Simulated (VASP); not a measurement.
Consider the following.

```
CELL_PARAMETERS angstrom
      0.00000     2.05457     2.05457
      2.05457     0.00000     2.05457
      2.05457     2.05457     0.00000
ATOMIC_POSITIONS crystal
  Ti 0.00000 0.00000 0.00000
```

These are r2SCAN meta-GGA, VASP's PBE PAW potentials (set 64) (plane waves; VASP) values and carry that method's errors. Run with 400 eV cut-off, 14×14×14 Γ-centred mesh, first-order Methfessel-Paxton smearing of 0.10 eV, potentials Ti_sv.

### Question
Estimate the energy per atom (σ→0), band gap (on the k-mesh) with the smallest direct gap where there is one.

### Answer

```json
{
 "band gap (on the k-mesh)": "none (metal, semimetal or under 0.01 eV)",
 "energy per atom (σ→0)": "-12.870 eV/atom"
}
```

The absolute energy has meaning only against runs of the same code, potentials and settings.

The structure comes from a computed database's Ti entry (Fm-3m); how it stands against other phases isn't given here. The cell was not relaxed at this level.
